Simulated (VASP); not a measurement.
# W (Tungsten): structure and properties in VASP, part 2 of 5

How well does LDA reproduce what experiment finds for W (Tungsten)? The cell is relaxed first, and properties follow on it. The start is a cell from a database of measured crystal structures.

VASP 6.6.1, plane waves and PAW; the level of theory is named at each step.

Still holding for the runs below: The k-mesh is coarse for a metal.

So far. Step 2 (Full relaxation (LDA)): It ends with forces that vanish by symmetry and a pressure of 0.10 GPa. The volume lies -3.2 % from that of the database's start, part of which can be the thermal and zero-point expansion of its experiment. LDA is known to overbind. Step 3 (Second relaxation): It ends with forces that vanish by symmetry and a pressure of 0.08 GPa. The volume moved by under 0.01 %: the run met its threshold at the first step.

## 4. Density, ELF and potential (LDA)

Level of this step: LDA; plane waves and PAW (W) (VASP).

The relaxed cell gets a fresh self-consistent run, on a basis set for its own volume, to fix the density and to check the remaining stress.

INCAR

```
SYSTEM = W
PREC = Accurate
ENCUT = 400
EDIFF = 1E-06
NELM = 100
ISMEAR = 1
SIGMA = 0.2
LREAL = .FALSE.
ALGO = Normal
GGA = CA
NBANDS = 9
LORBIT = 11
LWAVE = .FALSE.
LCHARG = .TRUE.
ISIF = 2
LELF = .TRUE.
LVHAR = .TRUE.
```

POSCAR

```
W
1.0
   -1.5651371244      1.5651371244      1.5651371244
    1.5651371244     -1.5651371244      1.5651371244
    1.5651371244      1.5651371244     -1.5651371244
W
1
Direct
    0.0000000000      0.0000000000      0.0000000000
```

KPOINTS

```
Automatic mesh
0
Gamma
10 10 10
0 0 0
```

PAW data sets: W (LDA family, release 64).

Started as:

```bash
$ mpirun -np 2 vasp_std
```

The log of the run:

```text
[banner, memory and clock lines left out]
running    2 mpi-ranks, on    1 nodes
 distrk:  each k-point on    2 cores,    1 groups
 distr:  one band on    1 cores,    2 groups

 POSCAR found type information on POSCAR W
 POSCAR found :  1 types and       1 ions
 LDA part: xc-table for (Slater(with rela. corr.)+CA(PZ))
 , standard interpolation
|                                                                             |
|           W    W    AA    RRRRR   N    N  II  N    N   GGGG   !!!           |
|           W    W   A  A   R    R  NN   N  II  NN   N  G    G  !!!           |
|           W    W  A    A  R    R  N N  N  II  N N  N  G       !!!           |
|           W WW W  AAAAAA  RRRRR   N  N N  II  N  N N  G  GGG   !            |
|           WW  WW  A    A  R   R   N   NN  II  N   NN  G    G                |
|           W    W  A    A  R    R  N    N  II  N    N   GGGG   !!!           |
|                                                                             |
|     The number of bands has been changed from the values supplied in        |
|     The orbitals not found in the WAVECAR file will be initialized with     |
|     random numbers, which is usually adequate. For correlated               |
|     calculations, however, you should redo the groundstate calculation.     |
|     I found NBANDS = 9. Now, NBANDS = 10.                                   |
|                                                                             |

 POSCAR, INCAR and KPOINTS ok, starting setup
 FFT: planning ... GRIDC
 FFT: planning ... GRID_SOFT
 FFT: planning ... GRID
 WAVECAR not read
 entering main loop
       N       E                     dE             d eps       ncg     rms          rms(c)
DAV:   1     0.267912697713E+01    0.26791E+01   -0.26265E+03   940   0.416E+02
DAV:   2    -0.145620084746E+02   -0.17241E+02   -0.16848E+02  1126   0.109E+02
DAV:   3    -0.149025997199E+02   -0.34059E+00   -0.33601E+00  1086   0.115E+01
DAV:   4    -0.149032019042E+02   -0.60218E-03   -0.60215E-03  1060   0.561E-01
DAV:   5    -0.149032030640E+02   -0.11598E-05   -0.11597E-05  1066   0.228E-02    0.214E+01
DAV:   6    -0.143968560571E+02    0.50635E+00   -0.32751E-01  1018   0.346E+00    0.103E+01
DAV:   7    -0.141996963452E+02    0.19716E+00   -0.37170E-01  1024   0.350E+00    0.274E-01
DAV:   8    -0.141970143398E+02    0.26820E-02   -0.35084E-03  1030   0.412E-01    0.103E-01
DAV:   9    -0.141966495171E+02    0.36482E-03   -0.18260E-04  1058   0.555E-02    0.250E-02
DAV:  10    -0.141966499859E+02   -0.46873E-06   -0.13871E-05  1062   0.241E-02    0.189E-02
DAV:  11    -0.141966502809E+02   -0.29502E-06   -0.39030E-07   578   0.604E-03
   1 F= -.14196650E+02 E0= -.14196835E+02  d E =0.553260E-03
```

Wall time 1.8 s (2 MPI ranks of Intel Xeon 6975P-C (Granite Rapids), shared host); peak memory 0.19 GiB; 2.4 s of CPU time.

From OUTCAR (step 4):

```text
The static configuration has the point symmetry O_h .

 Found     47 irreducible k-points:

   k-points           NKPTS =     47   k-points in BZ     NKDIM =     47   number of bands    NBANDS=     10

   NELECT =       6.0000    total number of electrons

 E-fermi :   8.2979

 k-point     1 :       0.0000    0.0000    0.0000
  band No.  band energies     occupation
      1      -1.5309      2.00000
      2       6.8369      2.00000
      3       6.8369      2.00000
      4       6.8369      2.00000
      5      10.4258     -0.00000
      6      10.4258     -0.00000
      7      23.5712      0.00000
      8      23.5712      0.00000
      9      23.5712      0.00000
    ...

 k-point     2 :       0.1000    0.0000    0.0000
  band No.  band energies     occupation
      1      -1.0474      2.00000
      2       6.5450      2.00000
      3       6.7590      2.00000
      4       7.3271      2.00000
      5      10.0154     -0.00000
      6      10.4373     -0.00000
      7      23.9651      0.00000
      8      24.4140      0.00000
      9      24.7172      0.00000
    ...

  Total        0.0073409      0.0073409      0.0073409     -0.0000000      0.0000000     -0.0000000
  in kB        0.7669069      0.7669069      0.7669069     -0.0000000      0.0000000     -0.0000000
  external PRESSURE =       0.7669069 kB  Pullay stress =       0.0000000 kB

 POSITION                                       TOTAL-FORCE (eV/Angst)
 -----------------------------------------------------------------------------------
      0.00000      0.00000      0.00000        -0.000000     -0.000000     -0.000000
 -----------------------------------------------------------------------------------
    total drift:                                0.000000      0.000000      0.000000

  FREE ENERGIE OF THE ION-ELECTRON SYSTEM (eV)
  ---------------------------------------------------
  free  energy   TOTEN  =       -14.1966502809 eV

  energy  without entropy=      -14.1972035409  energy(sigma->0) =      -14.19683470

[... 9 parts as in an earlier step ...]

[... 4 further parts left out ...]
```

This step gave:

```yaml
scf_cycles: 11
bands: 10
pressure: 0.07669 GPa
```

Valence electrons inside each PAW sphere by angular momentum. Sphere charges, by row:

```
atom  s (e)  p (e)  d (e)  tot (e)
  W1  0.693   0.75  4.232    5.675
```

Electrostatic potential energy in the ac plane of the conventional cell at fractional y = 0.000, with atoms of W within 0.2 Å of it. With pseudopotentials it is smooth inside the atoms' cores, unlike the true potential.

Ten even steps from '_' (-33 eV) to '@' (1 eV), each cell a mean:
```
____..--++##@@@@@@##==::____
__..::==**%%@@@@@@##++--..__
::::==++##@@@@@@@@%%**++--::
====**##%%@@@@@@@@@@%%**++==
####%%%%@@@@@@@@@@@@@@%%####
@@@@@@@@@@@@@@@@@@@@@@@@@@@@
@@@@@@@@@@@@@@@@@@@@@@@@@@@@
@@@@@@@@@@@@@@@@@@@@@@@@@@@@
##%%%%@@@@@@@@@@@@@@@@@@%%##
++++**##%%@@@@@@@@@@%%##**++
::--==**##@@@@@@@@%%##++==--
....::==**%%@@@@@@%%**==::..
____..--++%%@@@@@@##==::..__
____..::++##@@@@@@##==::____
```
Columns run along a (3.1 Å; values clipped at the 3rd and 97th percentile), rows up along c (3.1 Å), edges of the conventional cell, whose origin can differ from the input's. Atoms in or near the plane, at fractional coordinates: W at (0.00, 0.00).

ELF in the ac plane of the conventional cell at fractional y = 0.000, with atoms of W within 0.2 Å of it. It is the smooth field of the valence electrons, not physical close to the nuclei.

Values, 14 rows by 14 columns, each cell a mean:
```
0.00 0.00 0.02 0.07 0.14 0.25 0.37 0.43 0.34 0.21 0.12 0.05 0.01 0.00
0.00 0.02 0.07 0.15 0.22 0.31 0.42 0.48 0.40 0.27 0.20 0.12 0.05 0.01
0.03 0.07 0.16 0.25 0.32 0.40 0.48 0.52 0.47 0.37 0.30 0.23 0.12 0.05
0.09 0.13 0.23 0.32 0.39 0.47 0.51 0.53 0.51 0.45 0.37 0.30 0.20 0.12
0.18 0.22 0.31 0.40 0.46 0.50 0.50 0.51 0.51 0.50 0.45 0.37 0.27 0.21
0.32 0.35 0.42 0.48 0.51 0.49 0.47 0.46 0.48 0.51 0.51 0.47 0.40 0.34
0.42 0.44 0.49 0.53 0.52 0.49 0.45 0.44 0.46 0.51 0.53 0.52 0.48 0.43
0.35 0.38 0.45 0.50 0.52 0.49 0.46 0.45 0.47 0.50 0.51 0.48 0.42 0.37
0.22 0.26 0.34 0.43 0.49 0.50 0.49 0.49 0.49 0.50 0.47 0.40 0.31 0.25
0.11 0.16 0.25 0.34 0.42 0.49 0.52 0.52 0.51 0.46 0.39 0.32 0.22 0.14
0.05 0.08 0.18 0.27 0.34 0.43 0.50 0.53 0.48 0.40 0.32 0.25 0.15 0.07
0.01 0.03 0.10 0.18 0.25 0.34 0.45 0.49 0.42 0.31 0.23 0.16 0.07 0.02
0.00 0.00 0.03 0.08 0.16 0.26 0.38 0.44 0.35 0.22 0.13 0.07 0.02 0.00
0.00 0.00 0.01 0.05 0.11 0.22 0.35 0.42 0.32 0.18 0.09 0.03 0.00 0.00
```
Columns run along a (3.1 Å), rows up along c (3.1 Å), edges of the conventional cell, whose origin can differ from the input's. Atoms in or near the plane, at fractional coordinates: W at (0.00, 0.00).

Valence density in the ac plane of the conventional cell at fractional y = 0.000, with atoms of W within 0.2 Å of it. It is the smooth field of the valence electrons, not physical close to the nuclei.

Ten even steps from '0' (0.27 e/Å³) to '9' (0.85 e/Å³), each cell a mean:
```
87531000002467
66542000012466
34431000012344
22211000001222
01100000000110
00000000000000
00000000000000
00000000000000
00000000000000
11211000001121
33421000001343
55542000012455
87531000012467
98531000002368
```
Columns run along a (3.1 Å), rows up along c (3.1 Å), edges of the conventional cell, whose origin can differ from the input's. Atoms in or near the plane, at fractional coordinates: W at (0.00, 0.00).

In this run the pressure is 0.08 GPa, small enough to go on; single stress components reach 0.08 GPa.

## 5. Band structure (LDA)

The mesh alone shows little of the dispersion and can miss band extrema, so KPOINTS_OPT adds a path through the symmetry points after the self-consistent cycle.

INCAR

```
SYSTEM = W
PREC = Accurate
ENCUT = 400
EDIFF = 1E-06
NELM = 100
ISMEAR = 1
SIGMA = 0.2
LREAL = .FALSE.
ALGO = Normal
GGA = CA
NBANDS = 14
LORBIT = 11
LWAVE = .FALSE.
LCHARG = .FALSE.
KPAR = 2
```

POSCAR is that of step 4.

KPOINTS is that of step 4.

KPOINTS_OPT

```
Line mode
16
Line-mode
Reciprocal
  0.00000000   0.00000000   0.00000000 GAMMA
  0.50000000  -0.50000000   0.50000000 H

  0.50000000  -0.50000000   0.50000000 H
  0.00000000   0.00000000   0.50000000 N

  0.00000000   0.00000000   0.50000000 N
  0.00000000   0.00000000   0.00000000 GAMMA

  0.00000000   0.00000000   0.00000000 GAMMA
  0.25000000   0.25000000   0.25000000 P

  0.25000000   0.25000000   0.25000000 P
  0.50000000  -0.50000000   0.50000000 H

  0.25000000   0.25000000   0.25000000 P
  0.00000000   0.00000000   0.50000000 N
```

Started as:

```bash
$ mpirun -np 2 vasp_std
```

The log of the run:

```text
[... set-up lines as in an earlier step ...]
 entering main loop
       N       E                     dE             d eps       ncg     rms          rms(c)
DAV:   1     0.461967948208E+01    0.46197E+01   -0.23951E+03  1332   0.293E+02
DAV:   2    -0.146233481486E+02   -0.19243E+02   -0.18478E+02  1658   0.887E+01
DAV:   3    -0.149029304767E+02   -0.27958E+00   -0.27939E+00  1742   0.835E+00
DAV:   4    -0.149032025554E+02   -0.27208E-03   -0.27207E-03  1676   0.309E-01
DAV:   5    -0.149032030657E+02   -0.51028E-06   -0.51069E-06  1778   0.119E-02    0.214E+01
DAV:   6    -0.143965135044E+02    0.50669E+00   -0.25328E-01  1772   0.247E+00    0.103E+01
DAV:   7    -0.141995052034E+02    0.19701E+00   -0.31375E-01  1756   0.255E+00    0.279E-01
DAV:   8    -0.141970561472E+02    0.24491E-02   -0.51903E-03  1648   0.368E-01    0.129E-01
DAV:   9    -0.141966522909E+02    0.40386E-03   -0.16451E-04  1822   0.400E-02    0.371E-02
DAV:  10    -0.141966498813E+02    0.24096E-05   -0.15365E-05  1670   0.213E-02    0.160E-02
DAV:  11    -0.141966502837E+02   -0.40239E-06   -0.57293E-07  1324   0.533E-03
   1 F= -.14196650E+02 E0= -.14196835E+02  d E =0.553106E-03
 Start KPOINTS_OPT (optional k-point list driver)
k-point batch [1-47\96]
       N       E                     dE             ncg
DAV:   1     0.230477402052E+04   -0.59468E+04     1340
DAV:   2     0.138965869494E+04   -0.91512E+03     1718
DAV:   3     0.137652673604E+04   -0.13132E+02     1712
DAV:   4     0.137651104560E+04   -0.15690E-01     1610
DAV:   5     0.137651100200E+04   -0.43594E-04     1720
DAV:   6     0.137651100180E+04   -0.20533E-06     1596
[...]
k-point batch [95-96\96]
       N       E                     dE             ncg
DAV:   1     0.110620628216E+05   -0.39195E+03       56
DAV:   2     0.110294057075E+05   -0.32657E+02       62
DAV:   3     0.110290798989E+05   -0.32581E+00       74
DAV:   4     0.110290794523E+05   -0.44661E-03       62
DAV:   5     0.110290794510E+05   -0.13184E-05       80
DAV:   6     0.110290794509E+05   -0.51514E-08       62
```

It took 3.4 s on 2 MPI ranks; peak memory 0.21 GiB.

From OUTCAR (step 5):

```text
   k-points           NKPTS =     47   k-points in BZ     NKDIM =     47   number of bands    NBANDS=     14

   NELECT =       6.0000    total number of electrons

 E-fermi :   8.2980

 k-point     5 :       0.4000    0.0000    0.0000
  band No.  band energies     occupation
      1       1.7656      2.00000
      2       4.6070      2.00000
      3       7.8572      2.00784
      4      10.4371     -0.00000
      5      11.1529     -0.00000
      6      13.2934      0.00000
      7      21.0200      0.00000
      8      21.1362      0.00000
    ...

  Total        0.0073770      0.0073770      0.0073770      0.0000000     -0.0000000      0.0000000
  in kB        0.7706809      0.7706809      0.7706809      0.0000000     -0.0000000      0.0000000
  external PRESSURE =       0.7706809 kB  Pullay stress =       0.0000000 kB

 POSITION                                       TOTAL-FORCE (eV/Angst)
 -----------------------------------------------------------------------------------
      0.00000      0.00000      0.00000         0.000000     -0.000000      0.000000
 -----------------------------------------------------------------------------------
    total drift:                                0.000000     -0.000000      0.000000

  FREE ENERGIE OF THE ION-ELECTRON SYSTEM (eV)
  ---------------------------------------------------
  free  energy   TOTEN  =       -14.1966502837 eV

  energy  without entropy=      -14.1972033902  energy(sigma->0) =      -14.19683465

[... 13 parts as in an earlier step ...]

[... 3 further parts left out ...]
```

Spin-orbit coupling is off here; it can split and shift levels that hold much weight on W by tenths of an eV or more.

This step gave:

- bands: 14
- pressure: 0.07707 GPa

The electronic bands at the labelled points (eV, zero at the Fermi level; # counts the bands kept in this run):

```csv
point,#1,#2,#3,#4,#5,#6
Γ,-9.83,-1.46,-1.46,-1.46,2.13,2.13
0.53 of the way,-5.05,-3.49,-0.45,-0.45,1.59,3.50
H,-6.22,-6.22,5.22,5.22,5.22,8.63
0.53 of the way,-5.17,-3.64,-1.22,-0.08,5.78,7.34
N,-6.58,-3.88,0.85,2.05,3.05,6.27
0.53 of the way,-7.61,-2.69,-2.01,1.10,1.44,2.30
Γ,-9.83,-1.46,-1.46,-1.46,2.13,2.13
0.47 of the way,-6.56,-3.06,-3.06,2.11,2.11,3.21
P,-3.15,-3.15,-3.15,3.22,3.22,6.94
0.47 of the way,-3.92,-3.50,-3.50,2.76,2.76,9.09
H,-6.22,-6.22,5.22,5.22,5.22,8.63
jump to P,-3.15,-3.15,-3.15,3.22,3.22,6.94
0.47 of the way,-4.95,-3.87,-1.25,2.65,3.14,8.99
N,-6.58,-3.88,0.85,2.05,3.05,6.27
```

The electronic bands as a text plot (rows in eV, shown from -8.0 to 1.8 only):

```
    1.6 | *    * *          *    *  *
    1.2 |                         **
    0.8 |  *  *         *  * *           *                      *
    0.4 |    *          *         *                     *
    0.0 |   *   *        ** * *    *                           *
   -0.4 |      *               *        *                     *
   -0.8 |  ** *                     *
   -1.2 |**  *           *           ***               *
   -1.6 |****              *    *  ******                    *
   -2.1 |    *                   ***                  *     *
   -2.5 |                 *       *      *
   -2.9 |     *            *     *        *    * ***       *
   -3.3 |      *                *          *  ***   *      *
   -3.7 |                *  ****            ***  *   *      ** **
   -4.1 |       *                                    *        *
   -4.5 |       *                                 *** *      *
   -4.9 |      * *      *                   *          *
   -5.3 |        **     **                              *
   -5.7 |     *   **  **  **               *                  *
   -6.2 |          ***                                   **    *
   -6.6 |    *              *****                               *
   -7.0 |
   -7.4 |                        *        *
   -7.8 |                                *
         Γ           H       N        Γ         P        H|P    N
```

There is no gap at this level.

[end of part 2 of 5]

[Lines on the potential files, build, host, timing and source positions are cut from VASP's logs without a mark.]

[Logs are printed without paths, hosts, clocks, repeated set-up lines and the standing remarks that a program may print on its own settings, such as how far it seeks lower states.]

[Hosts, paths, dates, database ids (printed as entryN), source tags and the programs' standing remarks are cut or masked in the printed files.]

[A measured line is paired with the nearest computed mode of its activity, which favours agreement.]

[In band tables of VASP the shares of atoms and orbitals are scaled to a sum of 1 inside the atoms' spheres.]
